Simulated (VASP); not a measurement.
All values below come from revPBE GGA, VASP's PBE PAW potentials (set 64) (plane waves; VASP).

VASP ran on this input.

### POSCAR
```
CoGa
1
    2.9010310063    -0.0000000000     0.0000000000
   -0.0000000000     2.9010310063    -0.0000000000
    0.0000000000    -0.0000000000     2.9010310063
Ga Co
1 1
Direct
  0.5000000000   0.5000000000   0.5000000000
  0.0000000000   0.0000000000   0.0000000000
```

**INCAR**
```
SYSTEM = CoGa
PREC = Accurate
ENCUT = 520
EDIFF = 1E-6
NELM = 100
ALGO = Normal
LREAL = .FALSE.
LASPH = .TRUE.
ISMEAR = 1
SIGMA = 0.1
GGA = RE
LMAXMIX = 4
LWAVE = .FALSE.
LCHARG = .FALSE.
IBRION = 2
ISIF = 3
NSW = 60
EDIFFG = -0.01
```

**KPOINTS**
```
K-points
0
Gamma
11 11 11
```

POTCAR, in this order: Ga_d Co (PBE.64 set). Program: vasp_std.

Question: What will the output report for the number of irreducible k-points (NKPTS), largest plane-wave count, number of space-group operations, FFT grid (NGX, NGY, NGZ)?

Answer: 
| Item | Result |
|---|---|
| number of irreducible k-points (NKPTS) | 56 |
| largest plane-wave count | 691 |
| number of space-group operations | 48 |
| FFT grid (NGX, NGY, NGZ) | 24 × 24 × 24 |

The compound is CoGa in the CsCl type structure. It was relaxed first. The start is the result of an earlier pass. The run is not spin-polarised, so no magnetic state was tried.
